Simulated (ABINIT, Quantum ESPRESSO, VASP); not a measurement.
# One structure in several programs: SiOs (P2_13, 8 atoms in the cell)

Self-consistent single point, at a second geometry (lattice scaled by 0.98). First geometry:

```
CELL_PARAMETERS angstrom
      4.76599     0.00000     0.00000
      0.00000     4.76599     0.00000
      0.00000     0.00000     4.76599
ATOMIC_POSITIONS crystal
  Si 0.16476 0.33524 0.66476
  Si 0.33524 0.66476 0.16476
  Si 0.66476 0.16476 0.33524
  Si 0.83524 0.83524 0.83524
  Os 0.87717 0.62283 0.37717
  Os 0.62283 0.37717 0.87717
  Os 0.37717 0.87717 0.62283
  Os 0.12283 0.12283 0.12283
```

Shared settings, as Quantum ESPRESSO writes them: occupations = fixed; K_POINTS = automatic 6 6 6 0 0 0. Potentials and cutoffs stand in the table.

| code | model | ΔF from the first geometry (meV/atom) | pressure (GPa) | largest force (eV/Å) | gap on the mesh (eV) | cutoff |
|---|---|---|---|---|---|---|
| Quantum ESPRESSO | LDA (PZ), GBRV 1.5 ultrasoft (LDA) pseudopotentials | 10.4 | 11.88 | 0.538 | 0.551 | 40 Ry |
| VASP | LDA (PZ), VASP's LDA PAW potentials (set 64) | 17.5 | 12.23 | 0.559 | 0.538 | 300 eV |
| ABINIT | LDA (PW92), PAW (JTH v2.0 LDA PAW) | 12.1 | 12.42 | 0.542 | 0.550 | 20 Ha |

For VASP (by 1.4 GPa) the energy change implies a higher mean pressure, against the two pressures, than for the other programs: a sign of finite-basis (Pulay) stress.

Size of the force on each atom (eV/Å): Sizes of forces hide their directions.

```csv
code,Si1,Si2,Si3,Si4,Os5,Os6,Os7,Os8
Quantum ESPRESSO,0.275,0.275,0.275,0.275,0.538,0.538,0.538,0.538
VASP,0.283,0.283,0.283,0.283,0.559,0.559,0.559,0.559
ABINIT,0.270,0.270,0.270,0.270,0.542,0.542,0.542,0.542
```

Gaps are read on the mesh.

On Quantum ESPRESSO's run: spin-orbit coupling is off.

The spread over the programs that give each value: ΔF from the first geometry within 7.1 meV/atom; pressure within 0.54 GPa; largest force within 0.021 eV/Å; gap on the mesh within 0.013 eV.

The same LDA comes in different parametrisations, which differ slightly.

VASP's run is marked for a possible Pulay error in its stress at this cutoff; no cutoff test was made.

VASP ran the fixed occupations as a Gaussian smearing of 0.01 eV.

The starting cell comes from a database of computed structures (which also holds hypothetical and non-ambient phases and stackings), without a prior relaxation at this level. For this run, on top of that: lattice scaled by 0.98.

Left out of this page: Ansatz, GPAW, CP2K, FLEUR and SIESTA (not drawn, or without a comparable value); Elk (unsound by tests on forces, stress, charge or solver warnings).
